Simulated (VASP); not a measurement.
# Si31Te (a cell with a defect) in VASP: relaxation of the atoms with LDA

Aim: the relaxation of the atoms of Si31Te (a cell with a defect) with LDA.

All numbers are computed with VASP 6.6.1; they aren't measurements. Logs are shortened: lines on timing, memory, paths and dates and some standing lists are left out, and cuts for length are marked.

### 1 Starting point

The cell holds a defect, 64 atoms: a = 10.808 Å, b = 10.808 Å, c = 10.808 Å, α = 90.00°, β = 90.00°, γ = 90.00°.

The cell was built by a generator and needn't be a form met in nature.

### 2 Relaxation of the atoms, LDA

Contents of INCAR:

```
PREC = Accurate
ENCUT = 350
EDIFF = 1E-6
ISMEAR = 0
SIGMA = 0.02
LREAL = False
LASPH = True
NELM = 60
ALGO = Fast
ISIF = 2
LWAVE = False
LCHARG = False
GGA = CA
IBRION = 2
NSW = 40
EDIFFG = -0.01
```

Contents of KPOINTS:

```
Automatic mesh
0
Gamma
  2 2 2
```

Contents of POSCAR:

```
Si31Te
1.0
   10.8080000000      0.0000000000      0.0000000000
    0.0000000000     10.8080000000      0.0000000000
    0.0000000000      0.0000000000     10.8080000000
Si Te
62 2
Direct
    0.0000000000      0.2500000000      0.2500000000
    0.2500000000      0.0000000000      0.2500000000
    0.2500000000      0.2500000000      0.0000000000
    0.1250000000      0.3750000000      0.3750000000
    0.3750000000      0.1250000000      0.3750000000
    0.3750000000      0.3750000000      0.1250000000
    0.0000000000      0.0000000000      0.5000000000
    0.0000000000      0.2500000000      0.7500000000
    0.2500000000      0.0000000000      0.7500000000
    0.2500000000      0.2500000000      0.5000000000
    0.1250000000      0.1250000000      0.6250000000
    0.1250000000      0.3750000000      0.8750000000
    0.3750000000      0.1250000000      0.8750000000
    0.3750000000      0.3750000000      0.6250000000
    0.0000000000      0.5000000000      0.0000000000
    0.0000000000      0.7500000000      0.2500000000
    0.2500000000      0.5000000000      0.2500000000
    0.2500000000      0.7500000000      0.0000000000
    0.1250000000      0.6250000000      0.1250000000
    0.1250000000      0.8750000000      0.3750000000
    0.3750000000      0.6250000000      0.3750000000
    0.3750000000      0.8750000000      0.1250000000
    0.0000000000      0.5000000000      0.5000000000
    0.0000000000      0.7500000000      0.7500000000
    0.2500000000      0.5000000000      0.7500000000
    0.2500000000      0.7500000000      0.5000000000
    0.1250000000      0.6250000000      0.6250000000
    0.1250000000      0.8750000000      0.8750000000
    0.3750000000      0.6250000000      0.8750000000
    0.3750000000      0.8750000000      0.6250000000
    0.5000000000      0.0000000000      0.0000000000
    0.5000000000      0.2500000000      0.2500000000
    0.7500000000      0.0000000000      0.2500000000
    0.7500000000      0.2500000000      0.0000000000
    0.6250000000      0.1250000000      0.1250000000
    0.6250000000      0.3750000000      0.3750000000
    0.8750000000      0.1250000000      0.3750000000
    0.8750000000      0.3750000000      0.1250000000
    0.5000000000      0.0000000000      0.5000000000
    0.5000000000      0.2500000000      0.7500000000
    0.7500000000      0.0000000000      0.7500000000
    0.7500000000      0.2500000000      0.5000000000
    0.6250000000      0.1250000000      0.6250000000
    0.6250000000      0.3750000000      0.8750000000
    0.8750000000      0.1250000000      0.8750000000
    0.8750000000      0.3750000000      0.6250000000
    0.5000000000      0.5000000000      0.0000000000
    0.5000000000      0.7500000000      0.2500000000
    0.7500000000      0.5000000000      0.2500000000
    0.7500000000      0.7500000000      0.0000000000
    0.6250000000      0.6250000000      0.1250000000
    0.6250000000      0.8750000000      0.3750000000
    0.8750000000      0.6250000000      0.3750000000
    0.8750000000      0.8750000000      0.1250000000
    0.5000000000      0.5000000000      0.5000000000
    0.5000000000      0.7500000000      0.7500000000
    0.7500000000      0.5000000000      0.7500000000
    0.7500000000      0.7500000000      0.5000000000
    0.6250000000      0.6250000000      0.6250000000
    0.6250000000      0.8750000000      0.8750000000
    0.8750000000      0.6250000000      0.8750000000
    0.8750000000      0.8750000000      0.6250000000
    0.9762500000      0.9762500000      0.9762500000
    0.1487500000      0.1487500000      0.1487500000
```

Potentials or basis: VASP PAW LDA potentials, release 64 (Si, Te).

Started as:

```console
$ cat potpaw_LDA.64/Si/POTCAR potpaw_LDA.64/Te/POTCAR > POTCAR
$ mpirun -np 4 vasp_std > vasp.out
```

OUTCAR:

```text
PREC = Accurate
   ENCUT = 350
   EDIFF = 1E-6
   ISMEAR = 0
   LREAL = False
   LASPH = True
   NELM = 60
   ISIF = 2
   GGA = CA
   IBRION = 2
   NSW = 40
   EDIFFG = -0.01

 ion  position               nearest neighbor table
   1  0.000  0.250  0.250-  64 2.23  37 2.34  38 2.34   4 2.34
   2  0.250  0.000  0.250-  64 2.23  20 2.34  22 2.34   5 2.34
   3  0.250  0.250  0.000-  64 2.23  12 2.34  13 2.34   6 2.34
   4  0.125  0.375  0.375-   1 2.34  10 2.34  17 2.34  23 2.34
   5  0.375  0.125  0.375-   2 2.34  10 2.34  32 2.34  39 2.34
   6  0.375  0.375  0.125-   3 2.34  17 2.34  32 2.34  47 2.34
[... 56 lines left out ...]
  63  0.976  0.976  0.976-  28 2.23  45 2.23  54 2.23  64 3.23
  64  0.149  0.149  0.149-   1 2.23   2 2.23   3 2.23  63 3.23

  LATTYP: Found a simple cubic cell.
 ALAT       =    10.8080000000

  Lattice vectors:

 A1 = (  10.8080000000,   0.0000000000,   0.0000000000)
 A2 = (   0.0000000000,  10.8080000000,   0.0000000000)
 A3 = (   0.0000000000,   0.0000000000,  10.8080000000)

Analysis of symmetry for initial positions (statically):
=====================================================================
 Subroutine PRICEL returns:
 Original cell was already a primitive cell.

 Routine SETGRP: Setting up the symmetry group for a
 simple cubic supercell.

 Subroutine GETGRP returns: Found 12 space group operations
 (whereof  6 operations were pure point group operations)
 out of a pool of 48 trial point group operations.

The static configuration has the point symmetry C_3v.
 The point group associated with its full space group is D_3d.

Analysis of symmetry for dynamics (positions and initial velocities):
=====================================================================
 Subroutine PRICEL returns:
 Original cell was already a primitive cell.

 Routine SETGRP: Setting up the symmetry group for a
 simple cubic supercell.

 Subroutine GETGRP returns: Found 12 space group operations
 (whereof  6 operations were pure point group operations)
 out of a pool of 48 trial point group operations.

The dynamic configuration has the point symmetry C_3v.
 The point group associated with its full space group is D_3d.

 Subroutine INISYM returns: Found 12 space group operations
 (whereof  6 operations are pure point group operations),
 and found     1 'primitive' translations

----------------------------------------------------------------------------------------
[... 220 lines left out ...]
   LORBIT       =      0    0 simple, 1 ext, 2 COOP (PROOUT), +10 PAW based schemes
   GGA     = CA    functional components
   LHFCALC =     F    Hartree Fock is set to
   AEXX    =    0.0000 exact exchange contribution
   IVDW    =     0    specifies the selected vdW correction
   LEPSILON=     F    determine dielectric tensor
   LRPA    =     F    only Hartree local field effects (RPA)
 conjugate gradient relaxation of ions
 non-spin polarized calculation
 RMM-DIIS sequential band-by-band and
 Gauss-broadening in eV      SIGMA  =   0.02
  energy-cutoff  :      350.00
  volume of cell :     1262.51
 maximum number of plane-waves:     18805
 NGX is ok and might be reduce to    70
   NGX = 33   NGY = 33   NGZ = 33

--------------------------------------- Ionic step        1  -------------------------------------------

 number of electron     259.9999971 magnetization

 Free energy of the ion-electron system (eV)
  ---------------------------------------------------
  ext. energy  EPLUGINS =         0.00000000
  ---------------------------------------------------
  free energy    TOTEN  =      -370.12746994 eV

  energy without entropy =     -370.12746993  energy(sigma->0) =     -370.12746993

------------------------ aborting loop because EDIFF is reached ----------------------------------------

  FORCE on cell =-STRESS in cart. coord.  units (eV):
  Direction    XX          YY          ZZ          XY          YZ          ZX
  --------------------------------------------------------------------------------------
  -------------------------------------------------------------------------------------
  Total       19.7834196     19.7834196     19.7834196     -6.8628943     -6.8628943     -6.8628943
  in kB       25.1059082     25.1059082     25.1059082     -8.7092726     -8.7092726     -8.7092726
  external PRESSURE =      25.1059082 kB  Pullay stress =       0.0000000 kB
[... 275 lines left out ...]
  FREE ENERGIE OF THE ION-ELECTRON SYSTEM (eV)
  ---------------------------------------------------
  free  energy   TOTEN  =      -373.6325111195 eV

  energy  without entropy=     -373.6308940472  energy(sigma->0) =     -373.63170258

[... ionic steps 4 to 16 ...]

--------------------------------------- Ionic step       17  -------------------------------------------

 number of electron     259.9999989 magnetization

------------------------ aborting loop because EDIFF is reached ----------------------------------------
[... 191 lines left out ...]
--------------------------------------- Ionic step       19  -------------------------------------------

 number of electron     259.9999989 magnetization

 Free energy of the ion-electron system (eV)
  ---------------------------------------------------
  ext. energy  EPLUGINS =         0.00000000
  ---------------------------------------------------
  free energy    TOTEN  =      -374.08972083 eV

  energy without entropy =     -374.08591667  energy(sigma->0) =     -374.08781875

 E-fermi :   6.7179     XC(G=0):  -9.7334

 val. band max:        6.7147193775   @ k =   0.0000   0.0000   0.0000
 cond. band min:       6.7984009507   @ k =   0.5000   0.5000   0.5000
 fundamental gap:      0.0836815733
 Fermi energy:         6.7178722527

 k-point     1 :       0.0000    0.0000    0.0000
  band No.  band energies     occupation
      1      -6.9115      2.00000
      2      -6.3101      2.00000
      3      -5.7230      2.00000
      4      -4.9718      2.00000
      5      -4.9718      2.00000
      6      -4.9285      2.00000
[... 569 lines left out ...]
    141       7.4577      0.00000
    142       7.4689      0.00000
 [bands above 142 left out]

------------------------ aborting loop because EDIFF is reached ----------------------------------------

  FORCE on cell =-STRESS in cart. coord.  units (eV):
  Direction    XX          YY          ZZ          XY          YZ          ZX
  --------------------------------------------------------------------------------------
  -------------------------------------------------------------------------------------
  Total       11.9476877     11.9476877     11.9476877      1.8788172      1.8788172      1.8788172
  in kB       15.1620679     15.1620679     15.1620679      2.3842901      2.3842901      2.3842901
  external PRESSURE =      15.1620679 kB  Pullay stress =       0.0000000 kB
[... 79 lines left out ...]
  FREE ENERGIE OF THE ION-ELECTRON SYSTEM (eV)
  ---------------------------------------------------
  free  energy   TOTEN  =      -374.0897208287 eV

  energy  without entropy=     -374.0859166690  energy(sigma->0) =     -374.08781875

 reached required accuracy - stopping structural energy minimisation
```

Run time: 28 min. Hardware: 4 MPI ranks of Intel Xeon Platinum 8488C (Sapphire Rapids), shared host; peak memory 0.38 GiB.

What came out:

- Free energy: -374.0897 eV
- Energy gained by relaxing: 61.9 meV/atom
- Ionic steps: 19
- Pressure after relaxing: 1.5 GPa
- Largest force after relaxing: 0.008 eV/Å
- Band gap on the k mesh: none (metal or under the smearing width)

Forces on the atoms (eV/Å):
```
Si   0.003  0.003  0.003
Si   0.003  0.003  0.003
Si   0.003  0.003  0.003
Si   0.003 -0.001 -0.001
Si  -0.001  0.003 -0.001
Si  -0.001 -0.001  0.003
Si  -0.002 -0.002  0.000
Si   0.005 -0.003  0.003
Si  -0.003  0.005  0.003
Si   0.002  0.002  0.004
Si   0.002  0.002  0.000
Si  -0.005 -0.003  0.003
Si  -0.003 -0.005  0.003
Si   0.005  0.005  0.002
Si  -0.002  0.000 -0.002
Si   0.005  0.003 -0.003
Si   0.002  0.004  0.002
Si  -0.003  0.003  0.005
Si   0.002  0.000  0.002
Si  -0.005  0.003 -0.003
Si   0.005  0.002  0.005
Si  -0.003  0.003 -0.005
Si   0.005 -0.004 -0.004
Si  -0.003  0.001  0.001
Si  -0.002  0.002  0.001
Si  -0.002  0.001  0.002
Si  -0.005  0.004  0.004
Si  -0.003 -0.003 -0.003
Si  -0.001 -0.002  0.002
Si  -0.001  0.002 -0.002
Si   0.000 -0.002 -0.002
Si   0.004  0.002  0.002
Si   0.003  0.005 -0.003
Si   0.003 -0.003  0.005
Si   0.000  0.002  0.002
Si   0.002  0.005  0.005
Si   0.003 -0.005 -0.003
Si   0.003 -0.003 -0.005
Si  -0.004  0.005 -0.004
Si   0.002 -0.002  0.001
Si   0.001 -0.003  0.001
Si   0.001 -0.002  0.002
Si   0.004 -0.005  0.004
Si  -0.002 -0.001  0.002
Si  -0.003 -0.003 -0.003
Si   0.002 -0.001 -0.002
Si  -0.004 -0.004  0.005
Si   0.002  0.001 -0.002
Si   0.001  0.002 -0.002
Si   0.001  0.001 -0.003
Si   0.004  0.004 -0.005
Si  -0.002  0.002 -0.001
Si   0.002 -0.002 -0.001
Si  -0.003 -0.003 -0.003
Si   0.003  0.003  0.003
Si  -0.002 -0.005 -0.005
Si  -0.005 -0.002 -0.005
Si  -0.005 -0.005 -0.002
Si  -0.003 -0.003 -0.003
Si  -0.004 -0.002 -0.002
Si  -0.002 -0.004 -0.002
Si  -0.002 -0.002 -0.004
Te  -0.002 -0.002 -0.002
Te   0.002  0.002  0.002
```

Stress tensor (GPa, compression positive):
```
1.52 0.24 0.24
0.24 1.52 0.24
0.24 0.24 1.52
```

The path:
| step | energy change (eV) | largest force (eV/Å) | pressure (GPa) |
| --- | --- | --- | --- |
| 1 | 0.0000 | 5.0087 | 2.51 |
| 2 | -3.4955 | 0.6650 | 1.56 |
| 3 | -3.5050 | 0.7052 | 1.55 |
| 4 | -3.8128 | 0.4015 | 1.49 |
| 5 | -3.8370 | 0.4100 | 1.49 |
| 6 | -3.9257 | 0.1976 | 1.48 |
| 7 | -3.9317 | 0.1658 | 1.48 |
| 8 | -3.9531 | 0.0693 | 1.50 |
| 9 | -3.9547 | 0.0681 | 1.51 |
| 10 | -3.9588 | 0.0462 | 1.51 |
| 11 | -3.9590 | 0.0545 | 1.51 |
| 12 | -3.9606 | 0.0192 | 1.51 |
| 13 | -3.9607 | 0.0252 | 1.51 |
| 14 | -3.9613 | 0.0145 | 1.51 |
| 15 | -3.9615 | 0.0228 | 1.52 |
| 16 | -3.9619 | 0.0119 | 1.52 |
| 17 | -3.9621 | 0.0113 | 1.52 |
| 18 | -3.9621 | 0.0125 | 1.52 |
| 19 | -3.9623 | 0.0083 | 1.52 |

Final structure:
```cif
data_structure
_symmetry_space_group_name_H-M 'P 1'
_symmetry_Int_Tables_number 1
_cell_length_a 10.8080
_cell_length_b 10.8080
_cell_length_c 10.8080
_cell_angle_alpha 90.000
_cell_angle_beta 90.000
_cell_angle_gamma 90.000
_cell_volume 1262.51
loop_
_atom_site_label
_atom_site_type_symbol
_atom_site_fract_x
_atom_site_fract_y
_atom_site_fract_z
_atom_site_occupancy
Si1 Si 0.98572 0.26790 0.26790 1
Si2 Si 0.26790 0.98572 0.26790 1
Si3 Si 0.26790 0.26790 0.98572 1
Si4 Si 0.12640 0.38062 0.38062 1
Si5 Si 0.38062 0.12640 0.38062 1
Si6 Si 0.38062 0.38062 0.12640 1
Si7 Si 0.99996 0.99996 0.50113 1
Si8 Si 0.00178 0.25237 0.74649 1
Si9 Si 0.25237 0.00178 0.74649 1
Si10 Si 0.25002 0.25002 0.50042 1
Si11 Si 0.12504 0.12504 0.62387 1
Si12 Si 0.12322 0.37851 0.87263 1
Si13 Si 0.37851 0.12322 0.87263 1
Si14 Si 0.37514 0.37514 0.62465 1
Si15 Si 0.99996 0.50113 0.99996 1
Si16 Si 0.00178 0.74649 0.25237 1
Si17 Si 0.25002 0.50042 0.25002 1
Si18 Si 0.25237 0.74649 0.00178 1
Si19 Si 0.12504 0.62387 0.12504 1
Si20 Si 0.12322 0.87263 0.37851 1
Si21 Si 0.37514 0.62465 0.37514 1
Si22 Si 0.37851 0.87263 0.12322 1
Si23 Si 0.99926 0.50194 0.50194 1
Si24 Si 0.99860 0.74438 0.74438 1
Si25 Si 0.25068 0.50099 0.74869 1
Si26 Si 0.25068 0.74869 0.50099 1
Si27 Si 0.12574 0.62306 0.62306 1
Si28 Si 0.13928 0.85710 0.85710 1
Si29 Si 0.37631 0.62401 0.87432 1
Si30 Si 0.37631 0.87432 0.62401 1
Si31 Si 0.50113 0.99996 0.99996 1
Si32 Si 0.50042 0.25002 0.25002 1
Si33 Si 0.74649 0.00178 0.25237 1
Si34 Si 0.74649 0.25237 0.00178 1
Si35 Si 0.62387 0.12504 0.12504 1
Si36 Si 0.62465 0.37514 0.37514 1
Si37 Si 0.87263 0.12322 0.37851 1
Si38 Si 0.87263 0.37851 0.12322 1
Si39 Si 0.50194 0.99926 0.50194 1
Si40 Si 0.50099 0.25068 0.74869 1
Si41 Si 0.74438 0.99860 0.74438 1
Si42 Si 0.74869 0.25068 0.50099 1
Si43 Si 0.62306 0.12574 0.62306 1
Si44 Si 0.62401 0.37631 0.87432 1
Si45 Si 0.85710 0.13928 0.85710 1
Si46 Si 0.87432 0.37631 0.62401 1
Si47 Si 0.50194 0.50194 0.99926 1
Si48 Si 0.50099 0.74869 0.25068 1
Si49 Si 0.74869 0.50099 0.25068 1
Si50 Si 0.74438 0.74438 0.99860 1
Si51 Si 0.62306 0.62306 0.12574 1
Si52 Si 0.62401 0.87432 0.37631 1
Si53 Si 0.87432 0.62401 0.37631 1
Si54 Si 0.85710 0.85710 0.13928 1
Si55 Si 0.50006 0.50006 0.50006 1
Si56 Si 0.50035 0.74986 0.74986 1
Si57 Si 0.74986 0.50035 0.74986 1
Si58 Si 0.74986 0.74986 0.50035 1
Si59 Si 0.62494 0.62494 0.62494 1
Si60 Si 0.62458 0.87498 0.87498 1
Si61 Si 0.87498 0.62458 0.87498 1
Si62 Si 0.87498 0.87498 0.62458 1
Te1 Te 0.97703 0.97703 0.97703 1
Te2 Te 0.14797 0.14797 0.14797 1
```

Spin-orbit coupling is left out, which matters for the levels of Te.
